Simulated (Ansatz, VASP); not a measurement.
# Cross-check of In2O3 (In2O3 (Ia-3)) between VASP and Ansatz

Wanted: the spread between two codes on one cell, functional and k mesh. The structure shown is the start of the Ansatz relaxation below; VASP solves that cell, so the two are compared at the walk's first step.

Method: plane waves, with VASP 6.6.1 beside it; single point at r2SCAN, in Ansatz 0.2.0.

## (1) Set-up

The structure is cubic, space group Ia-3 (No. 206). The conventional cell has a = 10.177 Å, b = 10.177 Å, c = 10.177 Å, α = 90.00°, β = 90.00°, γ = 90.00°. Nearest to In lie 6 O at 2.14 to 2.23 Å. In has 6 O at 2.19 Å nearest. Nearest to O lie 4 In at 2.14 to 2.23 Å. Farther neighbours and most contacts between anions are not listed.

## (2) Ansatz: relaxation, r2SCAN

Ansatz runs on its PAW soft_1 files.

The two programs are compared at the cell with which this relaxation starts, whose forces are those of its first step.

Contents of input.yaml:

```yaml
crystal:
  lattice:
    - [-5.0883616, 5.0883616, 5.0883616]
    - [5.0883616, -5.0883616, 5.0883616]
    - [5.0883616, 5.0883616, -5.0883616]
  atoms:
    - { symbol: In, position: [0.28402222, 0.53402222, 0.75] }
    - { symbol: In, position: [0.71597778, 0.46597778, 0.25] }
    - { symbol: In, position: [0.0, 0.5, 0.0] }
    - { symbol: In, position: [0.0, 0.0, 0.5] }
    - { symbol: In, position: [0.75, 0.28402222, 0.53402222] }
    - { symbol: In, position: [0.25, 0.71597778, 0.46597778] }
    - { symbol: In, position: [0.78402222, 0.03402222, 0.75] }
    - { symbol: In, position: [0.21597778, 0.96597778, 0.25] }
    - { symbol: In, position: [0.53402222, 0.75, 0.28402222] }
    - { symbol: In, position: [0.75, 0.78402222, 0.03402222] }
    - { symbol: In, position: [0.5, 0.0, 0.0] }
    - { symbol: In, position: [0.5, 0.5, 0.5] }
    - { symbol: In, position: [0.25, 0.21597778, 0.96597778] }
    - { symbol: In, position: [0.46597778, 0.25, 0.71597778] }
    - { symbol: In, position: [0.96597778, 0.25, 0.21597778] }
    - { symbol: In, position: [0.03402222, 0.75, 0.78402222] }
    - { symbol: O, position: [0.53688783, 0.77215063, 0.54476352] }
    - { symbol: O, position: [0.77215063, 0.54476352, 0.53688783] }
    - { symbol: O, position: [0.50787569, 0.2352628, 0.96311217] }
    - { symbol: O, position: [0.77261289, 0.72784937, 0.2647372] }
    - { symbol: O, position: [0.22784937, 0.45523648, 0.46311217] }
    - { symbol: O, position: [0.27261289, 0.00787569, 0.04476352] }
    - { symbol: O, position: [0.45523648, 0.46311217, 0.22784937] }
    - { symbol: O, position: [0.95523648, 0.72738711, 0.99212431] }
    - { symbol: O, position: [0.7352628, 0.22738711, 0.27215063] }
    - { symbol: O, position: [0.96311217, 0.50787569, 0.2352628] }
    - { symbol: O, position: [0.2352628, 0.96311217, 0.50787569] }
    - { symbol: O, position: [0.04476352, 0.27261289, 0.00787569] }
    - { symbol: O, position: [0.03688783, 0.49212431, 0.7647372] }
    - { symbol: O, position: [0.72738711, 0.99212431, 0.95523648] }
    - { symbol: O, position: [0.27215063, 0.7352628, 0.22738711] }
    - { symbol: O, position: [0.99212431, 0.95523648, 0.72738711] }
    - { symbol: O, position: [0.72784937, 0.2647372, 0.77261289] }
    - { symbol: O, position: [0.2647372, 0.77261289, 0.72784937] }
    - { symbol: O, position: [0.22738711, 0.27215063, 0.7352628] }
    - { symbol: O, position: [0.49212431, 0.7647372, 0.03688783] }
    - { symbol: O, position: [0.00787569, 0.04476352, 0.27261289] }
    - { symbol: O, position: [0.7647372, 0.03688783, 0.49212431] }
    - { symbol: O, position: [0.54476352, 0.53688783, 0.77215063] }
    - { symbol: O, position: [0.46311217, 0.22784937, 0.45523648] }
basis:
  ecutwfc: 500
  xc_grid: 2
hamiltonian:
  xc: r2scan
  pseudopotentials: { kind: paw, azcp: { folder: soft_1 } }
kpoints:
  mp_grid: { grid: [4, 4, 4] }
scf:
  occupations: { method: fermi_dirac, width: 0.01 }
  max_iter: 150
output:
  forces: true
  stress: true
relax:
  f_tol: 0.01
  max_steps: 60
  cell: {}
checkpoint:
  write: "../r2scan.run"
  compress: false
  write_wavefunctions: false
  write_every: 100000
```

Started as:

```bash
$ ansatz run input.yaml --threads 4 --pin off --max-ram 6594MiB --backend cpu --events-out ev --progress --plain --runs-dir out
```

Numbers of over 12 decimals in the logs are rounded to 6 here.

Output:

```text
Engine: ansatz 0.2.0, aarch64-unknown-linux-gnu
Pseudopotentials: kind: paw
Pseudopotential: In, paw, valence charge 13, recommended cutoff 500 eV (meta_gga), soft_1/In.paw.azcp
Pseudopotential: O, paw, valence charge 6, recommended cutoff 500 eV (meta_gga), soft_1/O.paw.azcp
Functional definition: r2SCAN
  parameter k0 = 0.174
  parameter k1 = 0.065
  parameter a1 = 4.9479
  exchange = r2scan_x(k0 = k0, k1 = k1, a1 = a1)
  correlation = r2scan_c
Crystal: 40 atoms, lattice volume = 526.980 Å³
Basis set: ecut = 500 eV, 13451 PW (Γ), exchange–correlation on 144×144×144 points (8 copies of the dense FFT grid, shifted against one another)
Bands: 216, of which v1, the nominal top of the filled ones, is band 176 counted from 1 (175 counted from 0)
Symmetry: 24 space group operations
Space group: Ia-3 (ITA 206), of the structure as read, at distance tolerance 8.1e-5 Å
k-points: 8 of 64
Non-local potential: In, projectors of the file, l = 0: 2, l = 1: 2, l = 2: 2, l = 3: 1
Non-local potential: O, projectors of the file, l = 0: 2, l = 1: 2, l = 2: 1
PAW form: soft (Blöchl's): semilocal exchange-correlation on the pseudo side does not see the compensation charge
PAW frozen core: In, regenerated for the run's functional (the file was generated under x = pbe(κ = 0.804, μ = 0.219515), c = pbe(β = 0.066725))
PAW frozen core: O, regenerated for the run's functional (the file was generated under x = pbe(κ = 0.804, μ = 0.219515), c = pbe(β = 0.066725))
PAW one-centre angular grid: In, 590 points (default); XC on 160 Gauss nodes
PAW one-centre angular grid: O, 302 points (default); XC on 160 Gauss nodes
Initial density: superposition of atomic densities (chi_scale 0.1, normalization cell, long waves kept (reshape's long-wave potential 0.01 eV rms))
Initial wavefunctions: pseudopotential atomic-orbital guess
Functional: x = r2scan, c = r2scan; τ floored in thin density (d = 2e-4 eV/Å³)
SCF iter   1: F=—  HF=-103450.990712 eV  |F-HF|=—  |Δ(HF+E_count)|=         —  Δρ=7.25e-2  dr2=2.15e1  dr2_τ=1.91e0  ethr=3.10e-3  ⟨swp⟩=5.9  Hψ=6411  notcnv=0  defer=17
preconditioner: auto → Resta (q_TF=auto, 2.551 Å⁻¹)  ε∞=4.0  [insulator: Δε(μ)=1.821 eV  Ē_g=17.642 eV  σ=0.010 eV  W_gap=1.00  n_scr=140 (ndim 8)  ℏωp=30.3 eV  f_vac=0.000  D(μ)=0.00/eV (n_scr^D=0)  ε∞_Penn≈4.0]
SCF iter   2: F=—  HF=-103447.996603 eV  |F-HF|=—  |Δ(HF+E_count)|=    2.99e0  Δρ=3.77e-2  dr2=5.34e0  dr2_τ=2.52e-1  ethr=3.10e-3  ⟨swp⟩=3.0  Hψ=3439  notcnv=0  defer=281
SCF iter   3: F=—  HF=-103447.651807 eV  |F-HF|=—  |Δ(HF+E_count)|=   3.45e-1  Δρ=8.05e-3  dr2=4.79e-1  dr2_τ=3.96e-2  ethr=1.52e-3  ⟨swp⟩=3.0  Hψ=2702  notcnv=0  defer=185
automatic band count: iteration 3 solves 204 bands in place of 216: the levels show a gap, and the empty bands left out lie too high to hold charge; the band table lists the bands solved (type scf.n_extra_bands for more)
SCF iter   4: F=—  HF=-103447.600004 eV  |F-HF|=—  |Δ(HF+E_count)|=   5.18e-2  Δρ=3.61e-3  dr2=5.22e-2  dr2_τ=6.05e-3  ethr=1.36e-4  ⟨swp⟩=2.0  Hψ=2888  notcnv=0  defer=185
SCF iter   5: F=—  HF=-103447.603829 eV  |F-HF|=—  |Δ(HF+E_count)|=   3.82e-3  Δρ=9.41e-4  dr2=5.28e-3  dr2_τ=1.25e-4  ethr=1.48e-5  ⟨swp⟩=2.0  Hψ=2062  notcnv=0  defer=185
SCF iter   6: F=—  HF=-103447.604930 eV  |F-HF|=—  |Δ(HF+E_count)|=   1.10e-3  Δρ=1.83e-4  dr2=1.53e-4  dr2_τ=1.28e-5  ethr=1.50e-6  ⟨swp⟩=2.8  Hψ=2662  notcnv=0  defer=185
SCF iter   7: F=—  HF=-103447.604960 eV  |F-HF|=—  |Δ(HF+E_count)|=   3.01e-5  Δρ=3.39e-5  dr2=6.11e-6  dr2_τ=2.76e-7  ethr=4.34e-8  ⟨swp⟩=2.0  Hψ=2801  notcnv=0  defer=185
SCF iter   8: F=—  HF=-103447.605430 eV  |F-HF|=—  |Δ(HF+E_count)|=   4.70e-4  Δρ=4.60e-6  dr2=1.38e-7  dr2_τ=6.73e-9  ethr=1.74e-9  ⟨swp⟩=2.0  Hψ=3010  notcnv=0  defer=185
SCF iter   9: F=-103447.605431 eV  HF=-103447.605431 eV  |F-HF|=3.06e-10  |Δ(HF+E_count)|=   1.26e-8  Δρ=9.02e-7  dr2=6.70e-9  dr2_τ=1.95e-10  ethr=2.84e-11  ⟨swp⟩=4.0  Hψ=4593  notcnv=0
SCF 1 converged in 9 iterations: F = -103447.605431 eV  dr2 = 6.70e-9
  greatest PAW one-centre occupation: 0.990 electrons in one spin orbital (limit 2), on the In atom at site 10 (counted from 0), in its partial waves of l = 2
relax step   1: F+E_penalty+E_count = -103447.60543051 eV  Δ(F+E_penalty+E_count) = +0.000e0 eV  max|allowed force component| = 2.024e-2 eV/Å  Δτ_max = 0.0000 Å  P = -0.861 GPa  Ω = 526.980 Å³  (9 SCF iters, dr2 threshold 1.00e-7 eV, accepted)
Crystal: 40 atoms, lattice volume = 523.990 Å³
Basis set: ecut = 500 eV, 13331 PW (Γ), exchange–correlation on 144×144×144 points (8 copies of the dense FFT grid, shifted against one another)
Initial density: handed on by an earlier stage of this run
Initial wavefunctions: those handed on with the density
iter 1 solved again at ethr=5.43e-7 eV; its pass at ethr=3.10e-3 eV (dr2=1.91e-3 eV) is discarded
[...]
iter 1 solved again at ethr=7.10e-9 eV; its pass at ethr=3.10e-3 eV (dr2=2.50e-5 eV) is discarded
SCF iter   1: F=—  HF=-103447.613127 eV  |F-HF|=—  |Δ(HF+E_count)|=         —  Δρ=1.20e-5  dr2=7.42e-8  dr2_τ=2.67e-7  ethr=7.10e-9  ⟨swp⟩=4.2  Hψ=12572  notcnv=0
[...]
SCF converged after 4 iterations
Free energy (F): -103447.613134 eV
Harris-Foulkes:  -103447.613134 eV  (|F-HF|=0.00e0)
Internal energy: -103447.613134 eV  (E = F + TS)
E sigma→0 (E₀):  -103447.613134 eV
Fermi energy:    9.134911 eV
--- Per-component energies (eV) ---
  E_band       = -224.499801
  E_kinetic    = 7604.684796
  E_local      = -23490.059582  (includes V_loc(G=0)·N_el)
  E_nonlocal   = 6530.283369
  E_hartree    = 9295.786047
  E_xc         = -3781.097123
  E_vxc        = -3923.873031  (∫ρ·V_xc dr)
  E_paw        = -71809.340734  (= ΣΔE_a)
  E_vpaw       = -5790.219775  (= ΣTr[D̂ρ^β])
  E_aug_tail   = 0.006654  (compensation charges beyond the density's cutoff)
  E_vtau       = 253.105199  (kinetic-family band-sum trace: ∫τ·v_τ [+ j·A + Jᵃ·Aᵃ] dr)
  E_ewald      = -27812.558767
  E_core_change = 14.682206  (= ΣΔE_core)
  E_smearing   = -0.000000  (= −TS)
  E_closure    = 0.000000  (closes the sum)
  Σ components = -103447.613134   (vs F -103447.613134, Δ=0.00e0)
--- Forces (eV/Å), atoms counted from 1 ---
  atom   1  In     0.00000000     0.00000000    -0.00357069
  atom   2  In    -0.00000000     0.00000000     0.00357069
  atom   3  In     0.00000000    -0.00000000    -0.00000000
  atom   4  In     0.00000000    -0.00000000     0.00000000
  atom   5  In    -0.00357069     0.00000000     0.00000000
  atom   6  In     0.00357069     0.00000000     0.00000000
  atom   7  In     0.00000000    -0.00000000    -0.00357069
  atom   8  In     0.00000000     0.00000000     0.00357069
  atom   9  In    -0.00000000    -0.00357069    -0.00000000
  atom  10  In    -0.00357069     0.00000000     0.00000000
  atom  11  In     0.00000000     0.00000000    -0.00000000
  atom  12  In     0.00000000    -0.00000000    -0.00000000
  atom  13  In     0.00357069    -0.00000000    -0.00000000
  atom  14  In     0.00000000     0.00357069     0.00000000
  atom  15  In     0.00000000     0.00357069    -0.00000000
  atom  16  In    -0.00000000    -0.00357069     0.00000000
  atom  17  O      0.00384280     0.00207318    -0.00051925
  atom  18  O      0.00207318    -0.00051925     0.00384280
  atom  19  O     -0.00207318     0.00051925     0.00384280
  atom  20  O     -0.00384280     0.00207318     0.00051925
  atom  21  O     -0.00207318     0.00051925    -0.00384280
  atom  22  O      0.00384280     0.00207318     0.00051925
  atom  23  O      0.00051925    -0.00384280    -0.00207318
  atom  24  O     -0.00051925    -0.00384280    -0.00207318
[...]
atom  33  O      0.00207318     0.00051925    -0.00384280
  atom  34  O      0.00051925    -0.00384280     0.00207318
  atom  35  O      0.00384280    -0.00207318    -0.00051925
  atom  36  O      0.00207318    -0.00051925    -0.00384280
  atom  37  O      0.00207318     0.00051925     0.00384280
  atom  38  O     -0.00051925    -0.00384280     0.00207318
  atom  39  O     -0.00051925     0.00384280     0.00207318
  atom  40  O     -0.00384280    -0.00207318     0.00051925
  max |Σ_I F_I| component: 3.04e-18 eV/Å
--- Stress (GPa, compression-positive) ---
        0.001575      -0.000000      -0.000000
       -0.000000       0.001575      -0.000000
       -0.000000      -0.000000       0.001575
  P = ⅓ Tr σ = 0.0016 GPa (0.016 kbar)
--- Relaxed structure (3 steps of the walk, 3 accepted, 1 SCFs on fresh bases) ---
  F+E_penalty+E_count = -103447.61313350 eV   max|allowed force component| = 3.843e-3 eV/Å   (the final SCF, on the basis selected at the relaxed cell)
  cell:  # Å, volume = 524.3654 Å³
    - [-5.079933, 5.079933, 5.079933]
    - [5.079933, -5.079933, 5.079933]
    - [5.079933, 5.079933, -5.079933]
  atoms:
    - { symbol: In, position: [0.283953, 0.533953, 0.75] }
    - { symbol: In, position: [0.716047, 0.466047, 0.250000] }
    - { symbol: In, position: [0.0, 0.5, 0.0] }
    - { symbol: In, position: [0.0, 0.0, 0.5] }
    - { symbol: In, position: [0.75, 0.283953, 0.533953] }
    - { symbol: In, position: [0.250000, 0.716047, 0.466047] }
    - { symbol: In, position: [0.783953, 0.033953, 0.750000] }
    - { symbol: In, position: [0.216047, 0.966047, 0.250000] }
    - { symbol: In, position: [0.533953, 0.75, 0.283953] }
    - { symbol: In, position: [0.750000, 0.783953, 0.033953] }
    - { symbol: In, position: [0.5, 0.0, 0.0] }
    - { symbol: In, position: [0.5, 0.5, 0.5] }
    - { symbol: In, position: [0.250000, 0.216047, 0.966047] }
    - { symbol: In, position: [0.466047, 0.25, 0.716047] }
    - { symbol: In, position: [0.966047, 0.250000, 0.216047] }
    - { symbol: In, position: [0.033953, 0.750000, 0.783953] }
    - { symbol: O, position: [0.536812, 0.772271, 0.544724] }
    - { symbol: O, position: [0.772271, 0.544724, 0.536812] }
    - { symbol: O, position: [0.507912, 0.235459, 0.963188] }
    - { symbol: O, position: [0.772453, 0.727729, 0.264541] }
    - { symbol: O, position: [0.227729, 0.455276, 0.463188] }
    - { symbol: O, position: [0.272453, 0.00791199, 0.044724] }
    - { symbol: O, position: [0.455276, 0.463188, 0.227729] }
    - { symbol: O, position: [0.955276, 0.727547, 0.992088] }
    - { symbol: O, position: [0.735459, 0.227547, 0.272271] }
    - { symbol: O, position: [0.963188, 0.507912, 0.235459] }
    - { symbol: O, position: [0.235459, 0.963188, 0.507912] }
    - { symbol: O, position: [0.044724, 0.272453, 0.00791199] }
    - { symbol: O, position: [0.036812, 0.492088, 0.764541] }
    - { symbol: O, position: [0.727547, 0.992088, 0.955276] }
    - { symbol: O, position: [0.272271, 0.735459, 0.227547] }
    - { symbol: O, position: [0.992088, 0.955276, 0.727547] }
    - { symbol: O, position: [0.727729, 0.264541, 0.772453] }
    - { symbol: O, position: [0.264541, 0.772453, 0.727729] }
    - { symbol: O, position: [0.227547, 0.272271, 0.735459] }
    - { symbol: O, position: [0.492088, 0.764541, 0.036812] }
    - { symbol: O, position: [0.00791199, 0.044724, 0.272453] }
    - { symbol: O, position: [0.764541, 0.036812, 0.492088] }
    - { symbol: O, position: [0.544724, 0.536812, 0.772271] }
    - { symbol: O, position: [0.463188, 0.227729, 0.455276] }
```

Reading the cycles: dr2 is the Hartree energy of the density residual (eV), the measure of convergence; HF is the Harris–Foulkes estimate of the energy, which meets the free energy F at convergence.

[end of part 1 of 2]

[Lines on the potential files, build, host, timing and source positions are cut from VASP's logs without a mark.]

[Logs are printed without paths, hosts, clocks, repeated set-up lines and the standing remarks that a program may print on its own settings, such as how far it seeks lower states.]

[Hosts, paths, dates, database ids (printed as entryN), source tags and the programs' standing remarks are cut or masked in the printed files.]
